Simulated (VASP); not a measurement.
A convergence study with VASP on RuAl (CsCl type): one setting is varied, all else stays as given below, so the limit is that of these other settings. Each run relaxes cell and ions from the cell shown. The basis is that of the starting cell, so low cut-offs carry a Pulay error.

```
CELL_PARAMETERS angstrom
      2.99000     0.00000     0.00000
      0.00000     2.99000     0.00000
      0.00000     0.00000     2.99000
ATOMIC_POSITIONS crystal
  Al 0.50000 0.50000 0.50000
  Ru 0.00000 0.00000 0.00000
```

All values below come from PBE GGA, VASP's PBE PAW potentials (set 64) (plane waves; VASP). The tightest run used: 700 eV cut-off, 10×10×10 Γ-centred mesh, first-order Methfessel-Paxton smearing of 0.10 eV, potentials Al Ru_pv.

**Question.** The settings run are ENCUT = 200; ENCUT = 250; ENCUT = 300; ENCUT = 350; ENCUT = 400; ENCUT = 450; ENCUT = 500; ENCUT = 600; ENCUT = 650; ENCUT = 700. From which on does the relaxed volume stay within 0.05 Å³/atom of the tightest run?

**Answer.** From ENCUT = 400 on: it is off by 0.035 there and by no more than 0.05 in any finer run, while ENCUT = 350 is off by 0.063.
```tsv
setting	relaxed volume (Å³/atom)	E (eV/atom)	plane waves	difference judged (Å³/atom)
ENCUT = 200	12.150	-7.1279	182	1.402
ENCUT = 250	13.378	-7.1164	280	0.174
ENCUT = 300	13.529	-7.1278	324	0.023
ENCUT = 350	13.489	-7.1276	432	0.063
ENCUT = 400	13.517	-7.1291	500	0.035
ENCUT = 450	13.545	-7.1303	588	0.007
ENCUT = 500	13.551	-7.1306	697	0.001
ENCUT = 600	13.548	-7.1306	916	0.004
ENCUT = 650	13.550	-7.1307	1024	0.002
ENCUT = 700	13.552	-7.1308	1141	0.000
```

Left out are rungs that failed or repeat a setting and relaxations that didn't move; long series are thinned to 24 rows.

The compound is RuAl in the CsCl type structure. The electron count is odd and the run is not spin-polarised, which forces a metal.
